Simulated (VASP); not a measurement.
Write the native input for VASP 6.6.1 that does the following.

| Item | Value |
| --- | --- |
| Task | relaxation of the atoms |
| Functional | LDA |
| Potentials or basis | VASP PAW LDA potentials, release 64 (Ga_d, Sn_d) |
| Cutoff | 520 eV |
| k mesh | 8 × 8 × 8 |
| Occupations | methfessel-paxton, width 0.1 eV |
| Spin | no spin polarisation |
| Further INCAR settings | ALGO = Normal; EDIFF = 1e-06; IBRION = 2; EDIFFG = -0.02; NSW = 60 |

The structure of GaSn lies in POSCAR:

```
GaSn
1.0
    0.0000000000      2.7293289900      2.7293289900
    2.7293289900      0.0000000000      2.7293289900
    2.7293289900      2.7293289900      0.0000000000
Ga Sn
1 1
Direct
    0.5000000000      0.5000000000      0.5000000000
    0.0000000000      0.0000000000      0.0000000000
```

The cell was built by a generator and needn't be a form met in nature.

The input as run:

INCAR

```
SYSTEM = GaSn
PREC = Accurate
ENCUT = 520
EDIFF = 1E-6
ISMEAR = 1
SIGMA = 0.1
LREAL = .FALSE.
LASPH = .TRUE.
NELM = 100
ALGO = Normal
ISIF = 2
LWAVE = .FALSE.
LCHARG = .FALSE.
GGA = CA
IBRION = 2
NSW = 60
EDIFFG = -0.02
```

KPOINTS

```
regular mesh
0
G
  8 8 8
  0 0 0
```

Potentials or basis: VASP PAW LDA potentials, release 64 (Ga_d, Sn_d).

Run with:

```sh
$ cat potpaw_LDA.64/Ga_d/POTCAR potpaw_LDA.64/Sn_d/POTCAR > POTCAR
$ mpirun -np 1 vasp_std > vasp.out
```

It gave:

- Pressure after relaxing: 7.4 GPa
- Band gap on the k mesh: none (metal or under the smearing width)

Caveat: the relaxation stopped at its first step, so nothing moved.

It took 8.7 s on 1 thread of Intel(R) Xeon(R) Platinum 8559C (Emerald Rapids) (shared host), peak memory 0.15 GiB.
